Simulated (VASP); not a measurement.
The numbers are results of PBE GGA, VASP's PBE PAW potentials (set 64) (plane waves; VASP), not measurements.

VASP input:

INCAR:
```
LASPH=.TRUE.
ISIF=2   ! forces and stress, cell fixed
GGA=PE
SYSTEM=TiSi2
ISMEAR=-1   ! Fermi-Dirac
LMAXMIX=4   ! l cut-off of mixed one-centre charges
LWAVE=.FALSE.
SIGMA=0.1
ALGO=Normal   ! blocked Davidson
ENCUT=300   ! plane-wave cut-off (eV)
PREC=Accurate
NELM=100
LCHARG=.FALSE.
EDIFF=1E-6
LREAL=.FALSE.
```

File KPOINTS:
```
Automatic
0
Gamma
 10 10 9
0 0 0
```

POSCAR:
```
TiSi2
6.7761780
  0.2611380634  -1.0000000000   0.0000000000
  0.2611380634   1.0000000000   0.0000000000
  0.0000000000   0.0000000000   0.5274482164
Ti Si
2 4
Direct
  0.8968800000   0.1031200000   0.7500000000
  0.1031200000   0.8968800000   0.2500000000
  0.5582500000   0.4417500000   0.7500000000
  0.4417500000   0.5582500000   0.2500000000
  0.2496900000   0.7503100000   0.7500000000
  0.7503100000   0.2496900000   0.2500000000
```

POTCAR, in this order: Ti_sv Si (PBE.64 set). Program: vasp_std.

### Question
What will the output report for the number of irreducible k-points (NKPTS), largest plane-wave count, number of space-group operations, FFT grid (NGX, NGY, NGZ)?

### Answer

The number of irreducible k-points (NKPTS) comes out as 155 and the largest plane-wave count is 1026. The number of space-group operations is 8 and the FFT grid (NGX, NGY, NGZ) comes out as 40 × 40 × 20.

The structure comes from a computed database's TiSi2 entry; how it stands against other phases isn't given here. The cell was not relaxed at this level.
